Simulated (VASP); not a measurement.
Here is the system:

```xyz
4
Lattice="1.5550 -2.6933 0.0000 1.5550 2.6933 0.0000 0.0000 0.0000 4.9800" Properties=species:S:1:pos:R:3 pbc="T T T"
Al     1.5550    -0.8978     2.4900
Al     1.5550     0.8978     0.0000
N      1.5550    -0.8978     4.3924
N      1.5550     0.8978     1.9024
```

Method: LDA (Ceperley-Alder, Perdew-Zunger), VASP's LDA PAW potentials (set 64) (plane waves; VASP). Run with 400 eV cut-off, 6×6×4 Γ-centred mesh, Fermi-Dirac smearing of 0.020 eV, potentials Al N.

At this cut-off the stress carries a Pulay error, which pulls relaxed volumes low.

Q: Give the stress tensor in GPa (positive for a compressed cell).

A: 
```
-7.22   0.00   0.00
 0.00  -7.22   0.00
 0.00   0.00  -7.23
```
The pressure is its mean diagonal, -7.22 GPa.

The structure is a typed AlN crystal. The cell was not relaxed at this level.
